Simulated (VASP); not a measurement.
**C2Si6 (ordered alloy cell): computed properties**

These are PBEsol GGA, VASP's PBE PAW potentials (set 64) (plane waves; VASP) values and carry that method's errors.

* **space group**: R-3m (166)
* **cell**: a = 6.999 Å, b = 6.999 Å, c = 9.406 Å, α = 90.00°, β = 90.00°, γ = 120.00°
* **volume per atom**: 16.63 Å³/atom
* **band gap (over mesh and band path)**: none (metal, semimetal or under 0.01 eV)
* **density**: 2.40 g/cm³

Space group R-3m, hexagonal axes (No. 166); a = b = 6.999 Å, c = 9.406 Å, α = β = 90.00°, γ = 120.00°

```
atom  site  symmetry       x       y       z
----  ----  --------  ------  ------  ------
Si     18h        .m  0.3680  0.1840  0.0398
C       6c        3m  0.0000  0.0000  0.3203
```
(The calculation used a cell of 8 atoms; values per cell refer to that cell.)

The structure was generated: C2Si6 was put into an ordered model structure (R-3m), which need not be its known phase. It was relaxed first, which changed the volume by +9 %. Symmetry was kept, so distortions that lower it aren't found.
